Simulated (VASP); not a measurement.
Input of a VASP 6.6.1 run:

The input INCAR:

```
PREC = Accurate ; ENCUT = 520
EDIFF = 1E-7 ; ISMEAR = 0
SIGMA = 0.01 ; LREAL = F
LASPH = T ; NELM = 80
ALGO = Normal ; ISIF = 2
LWAVE = F ; LCHARG = T
GGA = PE ; LELF = T
LVHAR = T ; LVACPOTAV = T
NBANDS = 25
```

Contents of KPOINTS:

```
Automatic mesh
0
Gamma
  1 1 1
```

Contents of POSCAR:

```
SF4
1.0
   12.0000000000      0.0000000000      0.0000000000
    0.0000000000     11.0000000000      0.0000000000
    0.0000000000      0.0000000000     12.0000000000
F S
4 1
Direct
    0.4502916700      0.4510636400      0.5874583300
    0.6251166700      0.4297909100      0.5306750000
    0.3770500000      0.4647636400      0.4182083300
    0.5304416700      0.5740272700      0.4428000000
    0.5023916700      0.4393000000      0.4694750000
```

Potentials or basis: VASP PAW PBE potentials, release 64 (F, S).

Launch:

```console
$ cat potpaw_PBE.64/F/POTCAR potpaw_PBE.64/S/POTCAR > POTCAR
$ mpirun -np 1 vasp_gam > vasp.out
```

(1) Predict the largest force.

(2) Estimate the gap between the frontier levels.

Results:

(1) 1.328 eV/Å.

(2) 5.27 eV.
